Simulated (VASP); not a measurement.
A convergence study with VASP on Dy (space group no. 194 when undisturbed): one setting is varied, all else stays as given below, so the limit is that of these other settings. One atom is moved off its site, so that forces are finite.

```yaml
crystal:
  lattice:
    - [1.80398, -3.12458, 0.00000]
    - [1.80398, 3.12458, 0.00000]
    - [0.00000, 0.00000, 5.67825]
  atoms:
    - { symbol: Dy, position: [0.33333, 0.66667, 0.25881], spin: 5.0 }
    - { symbol: Dy, position: [0.66667, 0.33333, 0.75000], spin: 5.0 }
```

The numbers are results of PBE GGA, VASP's PBE PAW potentials (set 64) (plane waves; VASP 6.6.1), not measurements. The tightest run used: 300 eV cut-off, 19×19×10 Γ-centred mesh, Fermi-Dirac smearing of 0.10 eV, potentials Dy.

**Question.** The settings run are 2×2×1 mesh; 2×2×2 mesh; 3×3×2 mesh; 4×4×2 mesh; 4×4×3 mesh; 5×5×3 mesh; 6×6×3 mesh; 6×6×4 mesh; 7×7×4 mesh; 8×8×5 mesh; 9×9×5 mesh; 10×10×6 mesh; 12×12×7 mesh; 14×14×8 mesh; 15×15×9 mesh; 17×17×9 mesh; 19×19×10 mesh. From which on does the stress (every component) stay within 0.5 GPa of the tightest run?

**Answer.** From 4×4×3 mesh on: it is off by 0.24 there and by no more than 0.5 in any finer run, while 4×4×2 mesh is off by 1.17.
```csv
setting,E (eV/atom),pressure (GPa),largest force (eV/Å),moment (μB),irreducible k-points,difference judged (GPa)
2×2×1 mesh,-8.3948,-10.06,0.208,9.509,2,12.29
2×2×2 mesh,-8.3745,-7.16,0.177,9.334,4,10.55
3×3×2 mesh,-7.7952,0.18,0.225,9.619,6,1.94
4×4×2 mesh,-7.8220,0.81,0.194,9.405,8,1.17
4×4×3 mesh,-7.7989,1.01,0.184,9.845,9,0.24
5×5×3 mesh,-7.8048,1.07,0.197,9.725,12,0.30
6×6×3 mesh,-7.8157,0.75,0.193,9.745,17,0.21
6×6×4 mesh,-7.8181,0.80,0.205,9.613,24,0.14
7×7×4 mesh,-7.8150,0.95,0.201,9.659,28,0.08
8×8×5 mesh,-7.8098,0.84,0.198,9.637,40,0.09
9×9×5 mesh,-7.8116,0.82,0.200,9.647,50,0.11
10×10×6 mesh,-7.8122,0.91,0.200,9.661,72,0.04
12×12×7 mesh,-7.8118,0.87,0.201,9.643,112,0.04
14×14×8 mesh,-7.8120,0.86,0.200,9.654,168,0.04
15×15×9 mesh,-7.8120,0.85,0.200,9.649,211,0.09
17×17×9 mesh,-7.8121,0.89,0.201,9.649,261,0.01
19×19×10 mesh,-7.8120,0.89,0.200,9.649,360,0.00
```

Left out are rungs that failed or repeat a setting and relaxations that didn't move; long series are thinned to 24 rows.

The structure is a typed Dy crystal (space group no. 194). The cell was not relaxed at this level, it is distorted from the ideal structure. The spin order is the one that the start imposed; others were not tried in this run.
